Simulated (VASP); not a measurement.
OSZICAR of a VASP run on CsSnI3 (cubic perovskite):

**OSZICAR**
```
       N       E                     dE             d eps       ncg     rms          rms(c)
DAV:   1     0.345605249321E+03    0.34561E+03   -0.17648E+04   528   0.147E+03
DAV:   2     0.284342970067E+02   -0.31717E+03   -0.31182E+03   646   0.286E+02
DAV:   3    -0.117692194399E+02   -0.40204E+02   -0.39973E+02   620   0.115E+02
DAV:   4    -0.133554635846E+02   -0.15862E+01   -0.15825E+01   654   0.270E+01
DAV:   5    -0.133999894745E+02   -0.44526E-01   -0.44519E-01   766   0.426E+00    0.363E+00
DAV:   6    -0.129540990939E+02    0.44589E+00   -0.72146E-01   622   0.432E+00    0.249E+00
DAV:   7    -0.129141856486E+02    0.39913E-01   -0.46817E-01   600   0.283E+00    0.123E+00
DAV:   8    -0.129305840639E+02   -0.16398E-01   -0.73440E-02   564   0.197E+00    0.323E-01
DAV:   9    -0.129300953835E+02    0.48868E-03   -0.76353E-03   610   0.633E-01    0.161E-01
DAV:  10    -0.129306813865E+02   -0.58600E-03   -0.19000E-03   604   0.266E-01    0.100E-01
DAV:  11    -0.129309096840E+02   -0.22830E-03   -0.87655E-04   556   0.218E-01    0.188E-02
DAV:  12    -0.129309207037E+02   -0.11020E-04   -0.10006E-04   644   0.836E-02    0.292E-02
DAV:  13    -0.129309217659E+02   -0.10622E-05   -0.61589E-06   594   0.162E-02    0.120E-02
DAV:  14    -0.129309213001E+02    0.46583E-06   -0.26937E-06   614   0.131E-02    0.353E-03
DAV:  15    -0.129309212403E+02    0.59772E-07   -0.53719E-07   526   0.540E-03
   1 F= -.12930921E+02 E0= -.12930921E+02  d E =-.153565E-12
```

Problem. Which electronic solver shows in the log?

Solution. It is blocked Davidson (ALGO = Normal, or the opening steps of other solvers). The INCAR had ALGO = Normal.

Problem. Can the final energy be trusted as converged?

Solution. Self-consistency was reached. It stopped with EDIFF = 1E-7, NELM = 100 (RPBE GGA, plane waves, VASP's PBE PAW potentials (set 64)).

The compound is CsSnI3 in the cubic perovskite structure, the ideal cubic form; the compound distorts at low or room temperature. This cell is one point of a volume scan, at 1.06 of the reference volume.
